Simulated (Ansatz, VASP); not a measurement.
# SiC in two plane-wave programs, part 2 of 2

Wanted: the spread between two codes on one cell, functional and k mesh. The structure shown is the start of the Ansatz relaxation below; VASP solves that cell, so the two are compared at the walk's first step.

VASP 6.6.1 and Ansatz 0.2.0.

So far. Step 3 (VASP: single point, LDA, start cell, pair 1): The run ends at a pressure of 15.15 GPa, with forces up to 0.15 eV/Å.

## (5) Ansatz: relaxation, LDA

Level of this step: Ansatz beside VASP: Kohn-Sham DFT, plane waves, LDA (Ansatz).

The two programs are compared at the cell with which this relaxation starts, whose forces are those of its first step. The cell compared in this pair holds 79.50 Å³, against 76.66 Å³ for the pair before.

The structure compared here is the start of the Ansatz relaxation; VASP solves that cell, so the two are compared at the walk's first step.

input.yaml reads:

```yaml
crystal:
  lattice:
    - [3.0279177572, 0.0, 0.0]
    - [-1.5139588786, 2.6222536983, 0.0]
    - [0.0, 0.0, 10.0121891116]
  atoms:
    - { symbol: C, position: [0.6666666667, 0.3333333333, 0.7498074219] }
    - { symbol: C, position: [0.3333333333, 0.6666666667, 0.2498074219] }
    - { symbol: C, position: [0.0, 0.0, 0.5004480133] }
    - { symbol: C, position: [0.0, 0.0, 0.0004480133] }
    - { symbol: Si, position: [0.6666666667, 0.3333333333, 0.9378423055] }
    - { symbol: Si, position: [0.3333333333, 0.6666666667, 0.4378423055] }
    - { symbol: Si, position: [0.0, 0.0, 0.6879012593] }
    - { symbol: Si, position: [0.0, 0.0, 0.1879012593] }
kpoints:
  mp_grid: { grid: [9, 9, 4] }
hamiltonian:
  xc: lda
  pseudopotentials: { kind: paw, azcp: { folder: soft_1 }, xc_functional: pbe }
scf:
  occupations: { method: fixed }
output:
  forces: true
  stress: true
  eigenvalues: true
relax:
  adjacent_minimum: "off"
  f_tol: 0.001
  max_steps: 60
  cell: { stress_tol: 0.01, fix: [a, b, gamma] }
```

Run with:

```console
> ansatz run input.yaml --threads 8 --pin off --max-ram 16384MiB --backend cpu --events-out ev --progress --plain --runs-dir out
```

Numbers of over 12 decimals in the logs are rounded to 6 here.

The program printed:

```text
[...]
Crystal: 8 atoms, lattice volume = 79.496 Å³
Basis set: ecut = 420 eV, 1533 PW (Γ)
Bands: 24, of which v1, the nominal top of the filled ones, is band 16 counted from 1 (15 counted from 0)
Symmetry: 12 space group operations
[...]
k-points: 36 of 324 (time reversal used)
[...]
- [-1.513959, 2.622254, 0]
    - [0, 0, 10.034159]
  atoms:
    - { symbol: C, position: [0.666667, 0.333333, 0.750178] }
    - { symbol: C, position: [0.333333, 0.666667, 0.250178] }
    - { symbol: C, position: [0, 0, 0.500769] }
    - { symbol: C, position: [0, 0, 0.000768694] }
    - { symbol: Si, position: [0.666667, 0.333333, 0.937513] }
    - { symbol: Si, position: [0.333333, 0.666667, 0.437513] }
    - { symbol: Si, position: [0, 0, 0.687539] }
    - { symbol: Si, position: [0, 0, 0.187539] }
[key lines of the parts left out:]
SCF converged after 6 iterations
Free energy (F): -3408.798081 eV
Fermi energy:    9.840797 eV
P = ⅓ Tr σ = 4.3096 GPa (43.096 kbar)
```

## (6) VASP: single point, LDA, start cell, pair 2

The same cell, functional (in two slightly different forms) and mesh now go to VASP, with its own data sets.

INCAR reads:

```
SYSTEM = SiC
PREC = Accurate
ENCUT = 520
EDIFF = 1E-06
NELM = 120
ISMEAR = 0
SIGMA = 0.01
LREAL = .FALSE.
ALGO = Normal
GGA = CA
NBANDS = 24
LORBIT = 11
LWAVE = .FALSE.
LCHARG = .FALSE.
ISIF = 2
LASPH = .TRUE.
GGA_COMPAT = .FALSE.
EFERMI = MIDGAP
KPAR = 2
```

POSCAR reads:

```
SiC
1.0
    3.0279180000      0.0000000000      0.0000000000
   -1.5139590000      2.6222540000      0.0000000000
    0.0000000000      0.0000000000     10.0121890000
C Si
4 4
Direct
    0.6666667302      0.3333334605      0.7498074597
    0.3333332698      0.6666665395      0.2498074097
    0.0000000000      0.0000000000      0.5004480039
    0.0000000000      0.0000000000      0.0004480539
    0.6666667302      0.3333334605      0.9378423639
    0.3333332698      0.6666665395      0.4378423140
    0.0000000000      0.0000000000      0.6879012172
    0.0000000000      0.0000000000      0.1879012671
```

KPOINTS reads:

```
Automatic mesh
0
Gamma
9 9 4
0 0 0
```

PAW data sets: C and Si (LDA family, release 64).

Run with:

```console
> mpirun -np 2 vasp_std
```

The program printed:

```text
[... set-up lines as in an earlier step ...]
 entering main loop
       N       E                     dE             d eps       ncg     rms          rms(c)
DAV:   1     0.727380751904E+02    0.72738E+02   -0.14811E+04  1728   0.121E+03
DAV:   2    -0.684127590701E+02   -0.14115E+03   -0.13083E+03  2384   0.200E+02
DAV:   3    -0.750985548589E+02   -0.66858E+01   -0.66407E+01  2288   0.428E+01
DAV:   4    -0.751860853236E+02   -0.87530E-01   -0.87450E-01  2216   0.589E+00
[...]
DAV:  11    -0.665409564842E+02   -0.76480E-05   -0.32165E-05  2296   0.382E-02    0.244E-02
DAV:  12    -0.665409519614E+02    0.45228E-05   -0.86498E-06  2168   0.148E-02    0.854E-03
DAV:  13    -0.665409513520E+02    0.60938E-06   -0.24004E-06  1784   0.722E-03
   1 F= -.66540951E+02 E0= -.66540951E+02  d E =0.000000E+00
```

OUTCAR, selected parts (step 6):

```text
  Total        3.6239271      3.6239274      0.5964953      0.0000000      0.0000000      0.0000000
  in kB       73.0368668     73.0368719     12.0218058      0.0000000      0.0000000      0.0000000
  external PRESSURE =      52.6985148 kB  Pullay stress =       0.0000000 kB

 POSITION                                       TOTAL-FORCE (eV/Angst)
 -----------------------------------------------------------------------------------
      1.51396      0.87409      7.50721         0.000000     -0.000000      0.118585
      0.00000      1.74817      2.50112         0.000000      0.000000      0.118585
      0.00000      0.00000      5.01058        -0.000000     -0.000000      0.106672
      0.00000      0.00000      0.00449        -0.000000     -0.000000      0.106672
      1.51396      0.87409      9.38985        -0.000000      0.000000     -0.108992
      0.00000      1.74817      4.38376         0.000000     -0.000000     -0.108992
      0.00000      0.00000      6.88740        -0.000000     -0.000000     -0.116265
      0.00000      0.00000      1.88130         0.000000      0.000000     -0.116265
 -----------------------------------------------------------------------------------
    total drift:                               -0.000000     -0.000000      0.000685

  FREE ENERGIE OF THE ION-ELECTRON SYSTEM (eV)
  ---------------------------------------------------
  free  energy   TOTEN  =       -66.5409513520 eV

  energy  without entropy=      -66.5409513520  energy(sigma->0) =      -66.54095135

[... 1 part as in an earlier step ...]

[... 2 further parts left out ...]
[key lines of the parts left out:]
E-fermi :   9.7391
```

The run ends at a pressure of 5.27 GPa, with forces up to 0.12 eV/Å.

## (7) Comparison

Forces (eV/Å; atoms numbered as in POSCAR):

| atom | Ansatz x, y, z | VASP x, y, z |
| --- | --- | --- |
| C1 | 0.000, 0.000, 0.118 | 0.000, 0.000, 0.119 |
| C2 | 0.000, 0.000, 0.118 | 0.000, 0.000, 0.119 |
| C3 | 0.000, 0.000, 0.106 | 0.000, 0.000, 0.107 |
| C4 | 0.000, 0.000, 0.106 | 0.000, 0.000, 0.107 |
| Si5 | 0.000, 0.000, -0.110 | 0.000, 0.000, -0.109 |
| Si6 | 0.000, 0.000, -0.110 | 0.000, 0.000, -0.109 |
| Si7 | 0.000, 0.000, -0.115 | 0.000, 0.000, -0.116 |
| Si8 | 0.000, 0.000, -0.115 | 0.000, 0.000, -0.116 |

The forces differ by 0.5 meV/Å r.m.s., which is 0.8 % of the r.m.s. force of 0.065 eV/Å (both taken over all components).

## (8) Ansatz: relaxation, LDA

The two programs are compared at the cell with which this relaxation starts, whose forces are those of its first step. The cell compared in this pair holds 82.74 Å³, against 79.50 Å³ for the pair before.

The structure compared here is the start of the Ansatz relaxation; VASP solves that cell, so the two are compared at the walk's first step.

input.yaml, as its differences from that of step 5:

```diff
@@ -2,4 +2,4 @@
   lattice:
-    - [3.0279177572, 0.0, 0.0]
-    - [-1.5139588786, 2.6222536983, 0.0]
+    - [3.0890878129, 0.0, 0.0]
+    - [-1.5445439064, 2.6752285205, 0.0]
     - [0.0, 0.0, 10.0121891116]
```

Run with:

```console
> ansatz run input.yaml --threads 8 --pin off --max-ram 16384MiB --backend cpu --events-out ev --progress --plain --runs-dir out
```

The program printed:

```text
[...]
Crystal: 8 atoms, lattice volume = 82.741 Å³
Basis set: ecut = 420 eV, 1593 PW (Γ)
Bands: 24, of which v1, the nominal top of the filled ones, is band 16 counted from 1 (15 counted from 0)
Symmetry: 12 space group operations
[...]
k-points: 36 of 324 (time reversal used)
[...]
- [-3.8538110419034236e-19, 0, 9.991362]
  atoms:
    - { symbol: C, position: [0.666667, 0.333333, 0.749466] }
    - { symbol: C, position: [0.333333, 0.666667, 0.249466] }
    - { symbol: C, position: [0, 0, 0.500163] }
    - { symbol: C, position: [0, 0, 0.000162607] }
    - { symbol: Si, position: [0.666667, 0.333333, 0.938141] }
    - { symbol: Si, position: [0.333333, 0.666667, 0.438141] }
    - { symbol: Si, position: [0, 0, 0.688229] }
    - { symbol: Si, position: [0, 0, 0.188229] }
[key lines of the parts left out:]
SCF converged after 6 iterations
Free energy (F): -3408.799455 eV
Fermi energy:    9.369609 eV
P = ⅓ Tr σ = -3.9731 GPa (-39.731 kbar)
```

## (9) VASP: single point, LDA, start cell, pair 3

The same cell, functional (in two slightly different forms) and mesh now go to VASP, with its own data sets.

INCAR is that of step 6.

POSCAR reads:

```
SiC
1.0
    3.0890880000      0.0000000000      0.0000000000
   -1.5445440000      2.6752290000      0.0000000000
    0.0000000000      0.0000000000     10.0121890000
C Si
4 4
Direct
    0.6666666667      0.3333333333      0.7498074597
    0.3333333333      0.6666666667      0.2498074097
    0.0000000000      0.0000000000      0.5004480039
    0.0000000000      0.0000000000      0.0004480539
    0.6666666667      0.3333333333      0.9378423639
    0.3333333333      0.6666666667      0.4378423140
    0.0000000000      0.0000000000      0.6879012172
    0.0000000000      0.0000000000      0.1879012671
```

KPOINTS is that of step 6.

Run with:

```console
> mpirun -np 2 vasp_std
```

The program printed:

```text
[... set-up lines as in an earlier step ...]
 entering main loop
       N       E                     dE             d eps       ncg     rms          rms(c)
DAV:   1     0.667693888194E+02    0.66769E+02   -0.14633E+04  1728   0.121E+03
DAV:   2    -0.679954419130E+02   -0.13476E+03   -0.12526E+03  2376   0.198E+02
DAV:   3    -0.746055760729E+02   -0.66101E+01   -0.65665E+01  2304   0.426E+01
DAV:   4    -0.746975335414E+02   -0.91957E-01   -0.91841E-01  2232   0.594E+00
[...]
DAV:  11    -0.665521015280E+02   -0.94317E-05   -0.38590E-05  2264   0.415E-02    0.202E-02
DAV:  12    -0.665520969281E+02    0.45999E-05   -0.96497E-06  2168   0.151E-02    0.983E-03
DAV:  13    -0.665520964222E+02    0.50592E-06   -0.17846E-06  1648   0.630E-03
   1 F= -.66552096E+02 E0= -.66552096E+02  d E =0.000000E+00
```

Parts of OUTCAR (step 9):

```text
  Total       -3.0277039     -3.0277046     -0.1646715      0.0000000      0.0000000     -0.0000000
  in kB      -58.6278141    -58.6278281     -3.1886640      0.0000000      0.0000000     -0.0000000
  external PRESSURE =     -40.1481021 kB  Pullay stress =       0.0000000 kB

 POSITION                                       TOTAL-FORCE (eV/Angst)
 -----------------------------------------------------------------------------------
      1.54454      0.89174      7.50721        -0.000000     -0.000000     -0.103096
     -0.00000      1.78349      2.50112         0.000000      0.000000     -0.103096
      0.00000      0.00000      5.01058         0.000000      0.000000     -0.089964
      0.00000      0.00000      0.00449        -0.000000     -0.000000     -0.089964
      1.54454      0.89174      9.38985        -0.000000      0.000000      0.095354
     -0.00000      1.78349      4.38376        -0.000000     -0.000000      0.095354
      0.00000      0.00000      6.88740         0.000000      0.000000      0.097706
      0.00000      0.00000      1.88130         0.000000     -0.000000      0.097706
 -----------------------------------------------------------------------------------
    total drift:                                0.000000      0.000000      0.000008

  FREE ENERGIE OF THE ION-ELECTRON SYSTEM (eV)
  ---------------------------------------------------
  free  energy   TOTEN  =       -66.5520964222 eV

  energy  without entropy=      -66.5520964222  energy(sigma->0) =      -66.55209642

[... 1 part as in an earlier step ...]

[... 2 further parts left out ...]
[key lines of the parts left out:]
E-fermi :   9.2655
```

The run ends at a pressure of -4.01 GPa, with forces up to 0.10 eV/Å.

## (10) Side by side

Forces (eV/Å; atoms numbered as in POSCAR):

| atom | Ansatz x, y, z | VASP x, y, z |
| --- | --- | --- |
| C1 | 0.000, 0.000, -0.102 | 0.000, 0.000, -0.103 |
| C2 | 0.000, 0.000, -0.102 | 0.000, 0.000, -0.103 |
| C3 | 0.000, 0.000, -0.090 | 0.000, 0.000, -0.090 |
| C4 | 0.000, 0.000, -0.090 | 0.000, 0.000, -0.090 |
| Si5 | 0.000, 0.000, 0.094 | 0.000, 0.000, 0.095 |
| Si6 | 0.000, 0.000, 0.094 | 0.000, 0.000, 0.095 |
| Si7 | 0.000, 0.000, 0.098 | 0.000, 0.000, 0.098 |
| Si8 | 0.000, 0.000, 0.098 | 0.000, 0.000, 0.098 |

The forces differ by 0.5 meV/Å r.m.s., which is 0.9 % of the r.m.s. force of 0.056 eV/Å (both taken over all components).

## (11) Outcome

```json
{"r.m.s. force difference (single point, LDA, start cell, pair 1)": "0.69 meV/Å", "r.m.s. force difference (single point, LDA, start cell, pair 2)": "0.51 meV/Å", "r.m.s. force difference (single point, LDA, start cell, pair 3)": "0.5 meV/Å"}
```

In words: The r.m.s. force difference is 0.69 meV/Å (single point, LDA, start cell, pair 1), within the 12 meV/Å picked in this series as the mark of a large difference. 13 further runs of this series are not shown here. Such differences can come from data sets, numerical settings and the points named under the comparisons, not from the functional's error against experiment.

[Lines on the potential files, build, host, timing and source positions are cut from VASP's logs without a mark.]

[Logs are printed without paths, hosts, clocks, repeated set-up lines and the standing remarks that a program may print on its own settings, such as how far it seeks lower states.]

[Hosts, paths, dates, database ids (printed as entryN), source tags and the programs' standing remarks are cut or masked in the printed files.]
